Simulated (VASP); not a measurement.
Given:

```xyz
6
Lattice="-1.9016 1.9016 4.8489 1.9016 -1.9016 4.8489 1.9016 1.9016 -4.8489" Properties=species:S:1:pos:R:3 pbc="T T T"
Ti     0.0000     1.9016     2.4245
Ti     0.0000     0.0000     0.0000
O      0.0000     1.9016     0.4203
O      0.0000     0.0000     7.6936
O      0.0000     0.0000     2.0042
O      0.0000     1.9016     4.4286
```

Computed with PW91 GGA, VASP's PBE PAW potentials (set 64) (plane waves; VASP). Numerical set-up: 520 eV cut-off, 9×9×9 Γ-centred mesh, tetrahedra with Blöchl corrections, potentials Ti_sv O.

What does the run give for the energy per atom (σ→0)?

The energy per atom (σ→0) is -9.023 eV/atom.

The absolute energy has meaning only against runs of the same code, potentials and settings.

The compound is TiO2 in the anatase structure, one of several forms; rutile is the usual stable one. It was relaxed first.
